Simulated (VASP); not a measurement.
An input for Ansatz (written as the equivalent of a VASP run, and not itself run):

Ansatz 0.2 input:
```yaml
crystal:
  lattice:
    - [4.0912705, 0.0000000, 0.0000000]
    - [-2.0456353, 3.5431444, 0.0000000]
    - [0.0000000, 0.0000000, 18.1196384]
  atoms:
    - { symbol: In, position: [0.3333330, 0.6666670, 0.3278777] }
    - { symbol: In, position: [0.6666670, 0.3333330, 0.6721223] }
    - { symbol: In, position: [0.6666670, 0.3333330, 0.8278777] }
    - { symbol: In, position: [0.3333330, 0.6666670, 0.1721223] }
    - { symbol: Se, position: [0.3333330, 0.6666670, 0.6018763] }
    - { symbol: Se, position: [0.6666670, 0.3333330, 0.3981237] }
    - { symbol: Se, position: [0.6666670, 0.3333330, 0.1018763] }
    - { symbol: Se, position: [0.3333330, 0.6666670, 0.8981237] }
kpoints:
  mp_grid: { grid: [6, 6, 2] }
hamiltonian:
  xc: pbe
  pseudopotentials: { kind: paw }
scf:
  occupations: { method: gaussian, width: 0.05 }
  max_iter: 100
relax:
  max_steps: 60
  f_tol: 0.02
  cell: {}
output: { forces: true, stress: true, eigenvalues: true }
```

Problem. Write the VASP files for the same calculation (PBE).

Solution. Several could match; the one computed here: 
### POSCAR
```
InSe
1.0
  4.0912705297   0.0000000000   0.0000000000
 -2.0456352649   3.5431443626   0.0000000000
  0.0000000000   0.0000000000  18.1196384070
In Se
4 4
Cartesian
 -0.0000020457   2.3620974228   5.9410256375
  2.0456373105   1.1810469398  12.1786127695
  2.0456373105   1.1810469398  15.0008448410
 -0.0000020457   2.3620974228   3.1187935660
 -0.0000020457   2.3620974228  10.9057816556
  2.0456373105   1.1810469398   7.2138567514
  2.0456373105   1.1810469398   1.8459624521
 -0.0000020457   2.3620974228  16.2736759549
```

**KPOINTS**
```
Automatic mesh
0
Gamma
 6 6 2
0 0 0
```

### INCAR
```
SYSTEM=InSe
PREC=Accurate; ENCUT=400; LREAL=.False.
LASPH=.True.
EDIFF=1E-6; NELM=100; ALGO=Normal
LMAXMIX=4
ISMEAR=0; SIGMA=0.05
GGA=PE
IBRION=2; NSW=60; ISIF=3
EDIFFG=-0.02
LWAVE=.False.; LCHARG=.False.
```

POTCAR, in this order: In_d Se (PBE.64 set). Program: vasp_std.

What does not carry over: each code has its own PAW files, so the cut-off isn't converted (ENCUT is set for VASP's; basis.ecutwfc is left out, and Ansatz then takes the one that its files recommend); Ansatz stops its SCF on the density residual and VASP on the energy change (EDIFF).

The structure comes from a computed database's InSe entry (P6_3/mmc), a phase known from measurement. It was relaxed first, which changed the volume by +7 %. The start is the result of an earlier pass.
